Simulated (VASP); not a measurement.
Calculation: PBEsol GGA, VASP's PBE PAW potentials (set 64) (plane waves; VASP).

VASP ran on this input.

POSCAR:
```
Cu3Sn
1
    5.5067900000     0.0000000000     0.0000000000
   -2.7533950000     4.7690200000     0.0000000000
    0.0000000000     0.0000000000     4.2726900000
Cu Sn
6 2
Direct
  0.1510480000   0.8414680000   0.7568990000
  0.8492940000   0.1654570000   0.2485200000
  0.3099930000   0.1619450000   0.2507610000
  0.6872850000   0.8416500000   0.7444930000
  0.1539790000   0.3103940000   0.7549250000
  0.8466270000   0.6852490000   0.2424240000
  0.3282280000   0.6650780000   0.2463670000
  0.6735450000   0.3287600000   0.7556100000
```

INCAR:
```
ALGO = Normal
EDIFF = 1E-6
ENCUT = 300
GGA = PS
ISIF = 2
ISMEAR = -1
LASPH = .TRUE.
LCHARG = .FALSE.
LMAXMIX = 4
LREAL = .FALSE.
LWAVE = .FALSE.
NELM = 100
PREC = Accurate
SIGMA = 0.05
SYSTEM = Cu3Sn
```

### KPOINTS
```
Regular mesh
0
G
  2 2 2
0 0 0
```

POTCAR, in this order: Cu Sn_d (PBE.64 set). Program: vasp_std.

What VASP printed:

### OSZICAR
```
       N       E                     dE             d eps       ncg     rms          rms(c)
DAV:   1     0.807969731077E+03    0.80797E+03   -0.28890E+04   920   0.204E+03
DAV:   2     0.817473791287E+02   -0.72622E+03   -0.70547E+03   896   0.513E+02
DAV:   3    -0.366513266506E+02   -0.11840E+03   -0.11374E+03   952   0.221E+02
DAV:   4    -0.414167102518E+02   -0.47654E+01   -0.47240E+01  1056   0.587E+01
DAV:   5    -0.415930401193E+02   -0.17633E+00   -0.17629E+00  1272   0.106E+01    0.216E+01
DAV:   6    -0.392155389828E+02    0.23775E+01   -0.96362E+01  1080   0.125E+02    0.135E+01
DAV:   7    -0.346796366331E+02    0.45359E+01   -0.19350E+01  1016   0.610E+01    0.250E+00
DAV:   8    -0.347194874307E+02   -0.39851E-01   -0.16751E+00  1336   0.136E+01    0.215E+00
DAV:   9    -0.346613387480E+02    0.58149E-01   -0.28863E-01  1112   0.138E+01    0.104E+00
DAV:  10    -0.346468502564E+02    0.14488E-01   -0.11168E-01  1144   0.755E+00    0.217E-01
DAV:  11    -0.346477010425E+02   -0.85079E-03   -0.23300E-02  1024   0.125E+00    0.112E-01
DAV:  12    -0.346475236702E+02    0.17737E-03   -0.22452E-03  1024   0.112E+00    0.110E-01
DAV:  13    -0.346474901974E+02    0.33473E-04   -0.82238E-04  1024   0.738E-01    0.837E-02
DAV:  14    -0.346473431321E+02    0.14707E-03   -0.35914E-04  1056   0.293E-01    0.175E-02
DAV:  15    -0.346473466976E+02   -0.35654E-05   -0.69800E-05  1128   0.109E-01    0.794E-03
DAV:  16    -0.346473463258E+02    0.37175E-06   -0.50800E-06   840   0.329E-02
   1 F= -.34647346E+02 E0= -.34627662E+02  d E =-.393692E-01
```

OUTCAR:
```
------------------------ aborting loop because EDIFF is reached ----------------------------------------
  FORCE on cell =-STRESS in cart. coord.  units (eV):
  Direction    XX          YY          ZZ          XY          YZ          ZX
  --------------------------------------------------------------------------------------
  Total       -3.4355092     -3.3783897     -3.1754860     -0.1507043     -0.1421022     -0.1160267
  in kB      -49.0537992    -48.2382204    -45.3410682     -2.1518265     -2.0290019     -1.6566834
  external PRESSURE =     -47.5443626 kB  Pullay stress =       0.0000000 kB
  volume of cell :      112.21
      direct lattice vectors                 reciprocal lattice vectors
     5.506790000  0.000000000  0.000000000     0.181593996  0.104843343  0.000000000
    -2.753395000  4.769020000  0.000000000     0.000000000  0.209686686  0.000000000
     0.000000000  0.000000000  4.272690000     0.000000000  0.000000000  0.234044595
 POSITION                                       TOTAL-FORCE (eV/Angst)
 -----------------------------------------------------------------------------------
     -1.48510      4.01298      3.23399         0.039942      0.135066     -0.276118
      4.22132      0.78907      1.06185         0.025037     -0.307011      0.139020
      1.26117      0.77232      1.07142         0.074065     -0.142947      0.166414
      1.46734      4.01385      3.18099         0.054765     -0.009013     -0.039474
     -0.00671      1.48028      3.22556         0.135474     -0.050988     -0.170279
      2.77544      3.26797      1.03580        -0.186106      0.146120      0.249467
     -0.02374      3.17177      1.05265         0.248102      0.199414      0.184182
      2.80386      1.56786      3.22849        -0.391279      0.029359     -0.253212
 -----------------------------------------------------------------------------------
    total drift:                               -0.000191     -0.002650     -0.000255
  FREE ENERGIE OF THE ION-ELECTRON SYSTEM (eV)
  ---------------------------------------------------
  free  energy   TOTEN  =       -34.6473463258 eV

  energy  without entropy=      -34.6079770883  energy(sigma->0) =      -34.62766171
```
(Selected blocks of OUTCAR.)

At this cut-off the stress carries a Pulay error, which pulls relaxed volumes low.

The structure comes from a computed database's Cu3Sn entry; how it stands against other phases isn't given here. The cell was not relaxed at this level, atoms are displaced from their ideal sites. The k-mesh is coarse (spacing up to 0.74 per Å, 2π included), so the numbers may not be converged in it. The run is one of a series of settings (KPOINTS 2×2×2 Γ-centred mesh against the base run), some of them coarse on purpose.
